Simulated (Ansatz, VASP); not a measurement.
# Cross-check of NaMgBr3 between VASP and Ansatz

One calculation is typed for both programs; each brings its own data sets. How far apart do they land? The cell is generated by rule, not measured, and may not be a known phase. The cell is taken from a series of runs on this material, whose earlier steps may have relaxed, scaled, displaced or heated it; both programs get it as it stands.

Main program and level: Ansatz 0.2.0; plane waves, with VASP 6.6.1 beside it; zone-centre phonons at PBE.

The structure was built from a prototype and need not be the compound's stable phase.

### Step 1. Set-up

It takes space group P4mm (No. 99, tetragonal). The conventional cell has a = 5.392 Å, b = 5.392 Å, c = 5.372 Å, α = 90.00°, β = 90.00°, γ = 90.00°. Nearest to Na lie 4 Br at 3.02 Å. Nearest to Mg lie 6 Br at 2.61 to 2.76 Å. Nearest to Br lie 2 Mg at 2.70 Å and 2 Na at 3.02 Å. Br has 2 Mg at 2.61 to 2.76 Å nearest. Farther neighbours and most contacts between anions are not listed.

As a file:

```cif
data_structure
_symmetry_space_group_name_H-M 'P4mm'
_symmetry_Int_Tables_number 99
_cell_length_a 5.3918
_cell_length_b 5.3918
_cell_length_c 5.3718
_cell_angle_alpha 90.000
_cell_angle_beta 90.000
_cell_angle_gamma 90.000
_cell_volume 156.17
loop_
_atom_site_label
_atom_site_type_symbol
_atom_site_symmetry_multiplicity
_atom_site_Wyckoff_symbol
_atom_site_fract_x
_atom_site_fract_y
_atom_site_fract_z
_atom_site_occupancy
Na1 Na 1 a 0.00000 0.00000 0.79758 1
Mg1 Mg 1 b 0.50000 0.50000 0.51032 1
Br1 Br 2 c 0.50000 0.00000 0.54278 1
Br2 Br 1 b 0.50000 0.50000 0.02422 1
```

### Step 2. VASP: zone-centre phonons, PBE

Second derivatives magnify differences that forces hide, and they need a tight electronic threshold.

Lines of VASP's logs that name or quote its potential files are left out, and so is its time.

INCAR reads:

```
SYSTEM = NaMgBr3
PREC = Accurate
ENCUT = 600
EDIFF = 1E-08
NELM = 120
ISMEAR = 0
SIGMA = 0.01
LREAL = .FALSE.
ALGO = Normal
GGA = PE
NBANDS = 21
LORBIT = 11
LWAVE = .FALSE.
LCHARG = .FALSE.
ISIF = 2
IBRION = 8
LEPSILON = .TRUE.
LASPH = .TRUE.
GGA_COMPAT = .FALSE.
EFERMI = MIDGAP
KPAR = 2
```

POSCAR reads:

```
NaMgBr3
1.0
    5.3917986320      0.0000000000      0.0000000000
    0.0000000000      5.3917986320      0.0000000000
    0.0000000000      0.0000000000      5.3717829946
Na Mg Br
1 1 3
Direct
    0.0000000000      0.0000000000      0.7975815552
    0.5000000000      0.5000000000      0.5103202910
    0.5000000000      0.0000000000      0.5427810839
    0.5000000000      0.5000000000      0.0242192660
    0.0000000000      0.5000000000      0.5427810839
```

KPOINTS reads:

```
Automatic mesh
0
Gamma
4 4 4
0 0 0
```

The projector-augmented-wave data sets are Na_pv, Mg and Br (PBE family, release 64).

Started as:

```console
$ mpirun -np 2 vasp_std
```

Numbers of over 12 decimals in the logs are rounded to 6 here.

Log:

```text
[banner, memory and clock lines left out]
running    2 mpi-ranks, on    1 nodes
 distrk:  each k-point on    1 cores,    2 groups
 distr:  one band on    1 cores,    1 groups

 POSCAR found type information on POSCAR NaMgBr
 POSCAR found :  3 types and       5 ions
 LDA part: xc-table for (Slater+PW92), standard interpolation
 POSCAR, INCAR and KPOINTS ok, starting setup
 FFT: planning ... GRIDC
 FFT: planning ... GRID_SOFT
 FFT: planning ... GRID
 WAVECAR not read
 entering main loop
       N       E                     dE             d eps       ncg     rms          rms(c)
DAV:   1     0.237008257360E+03    0.23701E+03   -0.13702E+04   756   0.138E+03
DAV:   2     0.109212730259E+02   -0.22609E+03   -0.21474E+03   963   0.271E+02
DAV:   3    -0.147080992250E+02   -0.25629E+02   -0.25486E+02   921   0.969E+01
DAV:   4    -0.153580617851E+02   -0.64996E+00   -0.64900E+00   918   0.184E+01
DAV:   5    -0.153702003131E+02   -0.12139E-01   -0.12136E-01   960   0.245E+00    0.361E+00
DAV:   6    -0.148623013961E+02    0.50790E+00   -0.74213E-01   871   0.376E+00    0.220E+00
DAV:   7    -0.147640152370E+02    0.98286E-01   -0.39531E-01   907   0.283E+00    0.107E+00
DAV:   8    -0.147704420247E+02   -0.64268E-02   -0.23152E-02   821   0.104E+00    0.189E-01
DAV:   9    -0.147710849774E+02   -0.64295E-03   -0.78671E-04   977   0.184E-01    0.101E-01
DAV:  10    -0.147723267517E+02   -0.12418E-02   -0.14730E-03   816   0.236E-01    0.314E-02
DAV:  11    -0.147723318012E+02   -0.50495E-05   -0.55503E-05   894   0.505E-02    0.117E-02
DAV:  12    -0.147723428963E+02   -0.11095E-04   -0.88203E-06   861   0.212E-02    0.404E-03
DAV:  13    -0.147723451734E+02   -0.22771E-05   -0.28546E-06   901   0.107E-02    0.186E-03
DAV:  14    -0.147723451879E+02   -0.14511E-07   -0.17411E-07   980   0.248E-03    0.116E-03
DAV:  15    -0.147723452459E+02   -0.57974E-07   -0.69629E-08   881   0.147E-03    0.222E-04
DAV:  16    -0.147723452605E+02   -0.14622E-07   -0.40049E-09   668   0.436E-04    0.133E-04
DAV:  17    -0.147723452595E+02    0.10045E-08   -0.20510E-09   633   0.282E-04
   1 F= -.14772345E+02 E0= -.14772345E+02  d E =0.000000E+00
 Linear response reoptimize wavefunctions to high precision
DAV:   1    -0.147723452563E+02    0.32303E-08   -0.32509E-10   583   0.141E-04
DAV:   2    -0.147723452563E+02    0.21373E-10   -0.34010E-11   553   0.510E-05
 Linear response G [H, r] |phi>, progress :
  Direction:   1
       N       E                     dE             d eps       ncg     rms
RMM:   1    -0.116909364692E+03   -0.11691E+03   -0.12570E+02  1620   0.111E+02
RMM:   2    -0.112368078060E+03    0.45413E+01   -0.13090E+01  1420   0.216E+01
RMM:   3    -0.112520669468E+03   -0.15259E+00   -0.97905E-01  1504   0.618E+00
RMM:   4    -0.112527989569E+03   -0.73201E-02   -0.69276E-02  1519   0.189E+00
RMM:   5    -0.112529112751E+03   -0.11232E-02   -0.79678E-03  1551   0.542E-01
RMM:   6    -0.112529169703E+03   -0.56952E-04   -0.14677E-03  1577   0.207E-01
RMM:   7    -0.112529238815E+03   -0.69112E-04   -0.94360E-04  1589   0.785E-02
RMM:   8    -0.112529228571E+03    0.10244E-04   -0.90209E-04  1553   0.333E-02
RMM:   9    -0.112529238329E+03   -0.97576E-05   -0.76208E-04  1476   0.158E-02
RMM:  10    -0.112529237628E+03    0.70032E-06   -0.78913E-04  1375   0.909E-03
RMM:  11    -0.112529228133E+03    0.94956E-05   -0.87599E-04  1296   0.569E-03
RMM:  12    -0.112529234862E+03   -0.67293E-05   -0.81304E-04  1269   0.453E-03
RMM:  13    -0.112529235142E+03   -0.28003E-06   -0.91229E-04  1262   0.391E-03
RMM:  14    -0.112529230555E+03    0.45868E-05   -0.10087E-03  1269   0.366E-03
RMM:  15    -0.112529219492E+03    0.11064E-04   -0.62283E-04  1273   0.354E-03
RMM:  16    -0.112529223754E+03   -0.42621E-05   -0.78172E-04  1263   0.348E-03
RMM:  17    -0.112529221012E+03    0.27422E-05   -0.85115E-04  1232   0.346E-03
 Linear response G [H, r] |phi>, progress :
  Direction:   2
       N       E                     dE             d eps       ncg     rms
RMM:   1    -0.128098511106E+03   -0.12810E+03   -0.21416E+02  1583   0.111E+02
RMM:   2    -0.114495743654E+03    0.13603E+02   -0.11002E+01  1404   0.203E+01
RMM:   3    -0.114691742154E+03   -0.19600E+00   -0.11707E+00  1506   0.592E+00
RMM:   4    -0.114690482255E+03    0.12599E-02   -0.80038E-02  1511   0.173E+00
RMM:   5    -0.114689903897E+03    0.57836E-03   -0.66979E-03  1534   0.461E-01
RMM:   6    -0.114689770429E+03    0.13347E-03   -0.86484E-04  1563   0.163E-01
RMM:   7    -0.114689736912E+03    0.33517E-04    0.19313E-04  1605   0.666E-02
RMM:   8    -0.114689726770E+03    0.10142E-04    0.67813E-04  1533   0.267E-02
RMM:   9    -0.114689712262E+03    0.14508E-04    0.74296E-04  1491   0.120E-02
RMM:  10    -0.114689720194E+03   -0.79317E-05    0.11520E-04  1379   0.688E-03
RMM:  11    -0.114689717815E+03    0.23787E-05    0.80805E-04  1281   0.450E-03
RMM:  12    -0.114689722025E+03   -0.42095E-05   -0.42018E-05  1261   0.344E-03
[...]
RMM:   6    -0.250949054847E-02   -0.43414E-06   -0.31405E-07  2543   0.261E-03    0.724E-04
RMM:   7    -0.250656797563E-02    0.29226E-05   -0.38500E-08  2231   0.137E-03    0.231E-04
RMM:   8    -0.250656531846E-02    0.26572E-08   -0.33524E-09  2523   0.288E-04    0.943E-05
 first order change of Fermi-energy   0.16577E-04
[...]
Born effective charge ion    3 direction 1 :  -0.925   0.000   0.000
 Linear response progress:
  Degree of freedom:   6/  9
       N       E                     dE             d eps       ncg     rms          rms(c)
RMM:   1    -0.150680658961E+00   -0.15068E+00    0.11732E-01  2426   0.155E+00
RMM:   2    -0.150584496906E+00    0.96162E-04   -0.40360E-03  2301   0.270E-01    0.936E-02
RMM:   3    -0.151103521609E+00   -0.51902E-03   -0.45232E-04  2235   0.848E-02    0.435E-02
RMM:   4    -0.151683925558E+00   -0.58040E-03   -0.21137E-04  2350   0.487E-02    0.123E-02
RMM:   5    -0.151701194817E+00   -0.17269E-04   -0.12653E-05  2411   0.187E-02    0.381E-03
RMM:   6    -0.151704547627E+00   -0.33528E-05   -0.48586E-07  2592   0.352E-03    0.290E-03
RMM:   7    -0.151702673995E+00    0.18736E-05   -0.13568E-07  2290   0.166E-03    0.438E-04
RMM:   8    -0.151707480115E+00   -0.48061E-05   -0.52815E-08  2460   0.526E-04    0.206E-04
RMM:   9    -0.151707857057E+00   -0.37694E-06   -0.40653E-08  2510   0.216E-04    0.306E-05
RMM:  10    -0.151708407518E+00   -0.55046E-06   -0.67091E-08  2575   0.111E-04    0.145E-05
RMM:  11    -0.151708510463E+00   -0.10294E-06   -0.20356E-08  2606   0.769E-05    0.977E-06
RMM:  12    -0.151708460418E+00    0.50045E-07   -0.10716E-09  2581   0.621E-05    0.403E-06
RMM:  13    -0.151708437528E+00    0.22890E-07   -0.56841E-08  2513   0.594E-05    0.158E-06
RMM:  14    -0.151708437586E+00   -0.57770E-10   -0.73986E-08  2199   0.574E-05    0.486E-07
 first order change of Fermi-energy  -0.39334E-04
 force on displaced ion       3 direction 2 :   0.000  -4.307   0.001
 Born effective charge ion    3 direction 2 :   0.000  -2.059  -0.000
 Linear response progress:
  Degree of freedom:   7/  9
       N       E                     dE             d eps       ncg     rms          rms(c)
RMM:   1    -0.149804550388E+00   -0.14980E+00    0.81629E-02  2206   0.151E+00
RMM:   2    -0.149471969097E+00    0.33258E-03   -0.29409E-03  2064   0.254E-01    0.401E-02
RMM:   3    -0.149782583058E+00   -0.31061E-03   -0.15085E-04  2121   0.637E-02    0.234E-02
RMM:   4    -0.150189690521E+00   -0.40711E-03   -0.39988E-05  2039   0.323E-02    0.629E-03
RMM:   5    -0.150211738529E+00   -0.22048E-04   -0.27176E-06  2227   0.110E-02    0.303E-03
RMM:   6    -0.150198041758E+00    0.13697E-04   -0.64567E-07  2098   0.484E-03    0.815E-04
RMM:   7    -0.150201128473E+00   -0.30867E-05   -0.89946E-08  2062   0.192E-03    0.413E-04
RMM:   8    -0.150196471466E+00    0.46570E-05   -0.20491E-08  2055   0.891E-04    0.800E-05
RMM:   9    -0.150196746898E+00   -0.27543E-06   -0.48338E-09  2257   0.359E-04    0.511E-05
RMM:  10    -0.150196907538E+00   -0.16064E-06   -0.16582E-07  2185   0.207E-04    0.755E-06
RMM:  11    -0.150196855141E+00    0.52397E-07    0.84403E-08  2382   0.138E-04    0.504E-06
RMM:  12    -0.150196865832E+00   -0.10691E-07   -0.32304E-08  2299   0.109E-04    0.214E-06
RMM:  13    -0.150196857621E+00    0.82112E-08    0.10757E-07  2235   0.972E-05    0.917E-07
RMM:  14    -0.150196856738E+00    0.88270E-09    0.20247E-07  1910   0.920E-05    0.682E-07
RMM:  15    -0.150196857157E+00   -0.41952E-09    0.19475E-07  1830   0.901E-05    0.954E-08
 first order change of Fermi-energy  -0.29386E-02
 force on displaced ion       3 direction 3 :   0.000   0.000  -0.994
 Born effective charge ion    3 direction 3 :   0.000   0.000  -0.636
 Linear response progress:
  Degree of freedom:   8/  9
       N       E                     dE             d eps       ncg     rms          rms(c)
RMM:   1    -0.149733377619E+00   -0.14973E+00    0.70878E-02  2401   0.138E+00
RMM:   2    -0.149475942934E+00    0.25743E-03   -0.34653E-03  2273   0.212E-01    0.370E-02
RMM:   3    -0.149801428727E+00   -0.32549E-03   -0.11498E-04  2380   0.455E-02    0.223E-02
RMM:   4    -0.150242160221E+00   -0.44073E-03   -0.44157E-05  2274   0.263E-02    0.650E-03
RMM:   5    -0.150243668122E+00   -0.15079E-05   -0.21523E-06  2330   0.832E-03    0.225E-03
RMM:   6    -0.150239206287E+00    0.44618E-05   -0.20888E-07  2405   0.275E-03    0.776E-04
RMM:   7    -0.150241661628E+00   -0.24553E-05   -0.70720E-08  2212   0.143E-03    0.231E-04
RMM:   8    -0.150237928865E+00    0.37328E-05   -0.17292E-08  2301   0.643E-04    0.132E-04
RMM:   9    -0.150238527630E+00   -0.59876E-06   -0.21840E-08  2461   0.317E-04    0.214E-05
RMM:  10    -0.150238615798E+00   -0.88168E-07    0.36614E-08  2626   0.151E-04    0.782E-06
RMM:  11    -0.150238582651E+00    0.33147E-07    0.14445E-07  2630   0.992E-05    0.647E-06
RMM:  12    -0.150238549632E+00    0.33018E-07    0.87084E-09  2526   0.823E-05    0.355E-06
RMM:  13    -0.150238565034E+00   -0.15401E-07    0.66199E-08  2472   0.727E-05    0.172E-06
RMM:  14    -0.150238556957E+00    0.80769E-08    0.16385E-08  2158   0.683E-05    0.509E-07
 first order change of Fermi-energy   0.59556E-04
 force on displaced ion       4 direction 1 :  -0.563   0.000  -0.000
 Born effective charge ion    4 direction 1 :  -0.758   0.000   0.000
 Linear response progress:
  Degree of freedom:   9/  9
       N       E                     dE             d eps       ncg     rms          rms(c)
RMM:   1    -0.150202686038E+00   -0.15020E+00    0.11317E-01  1405   0.145E+00
RMM:   2    -0.150600621819E+00   -0.39794E-03   -0.30226E-03  1376   0.230E-01    0.104E-01
RMM:   3    -0.151129429894E+00   -0.52881E-03   -0.46724E-04  1295   0.793E-02    0.476E-02
RMM:   4    -0.151733818241E+00   -0.60439E-03   -0.27325E-04  1316   0.524E-02    0.133E-02
RMM:   5    -0.151717106193E+00    0.16712E-04   -0.15517E-05  1412   0.195E-02    0.420E-03
RMM:   6    -0.151728668367E+00   -0.11562E-04   -0.57763E-07  1523   0.376E-03    0.319E-03
RMM:   7    -0.151734723057E+00   -0.60547E-05   -0.23922E-07  1287   0.221E-03    0.294E-04
RMM:   8    -0.151736344074E+00   -0.16210E-05   -0.80392E-09  1529   0.582E-04    0.143E-04
RMM:   9    -0.151736083711E+00    0.26036E-06   -0.95328E-09  1437   0.236E-04    0.562E-05
RMM:  10    -0.151736797635E+00   -0.71392E-06   -0.10820E-07  1456   0.143E-04    0.142E-05
RMM:  11    -0.151736867344E+00   -0.69709E-07    0.50114E-08  1593   0.103E-04    0.547E-06
RMM:  12    -0.151736861750E+00    0.55938E-08    0.51751E-08  1538   0.797E-05    0.341E-06
 first order change of Fermi-energy  -0.10394E+00
 force on displaced ion       4 direction 3 :  -0.000  -0.000  -4.468
 Born effective charge ion    4 direction 3 :   0.000   0.000  -2.223
 Born effective charges drift removed
 Linear response finished
```

(Continued in part 2 of 3.)

[Lines on the potential files, build, host, timing and source positions are cut from VASP's logs without a mark.]

[Logs are printed without paths, hosts, clocks, repeated set-up lines and the standing remarks that a program may print on its own settings, such as how far it seeks lower states.]

[Hosts, paths, dates, database ids (printed as entryN), source tags and the programs' standing remarks are cut or masked in the printed files.]
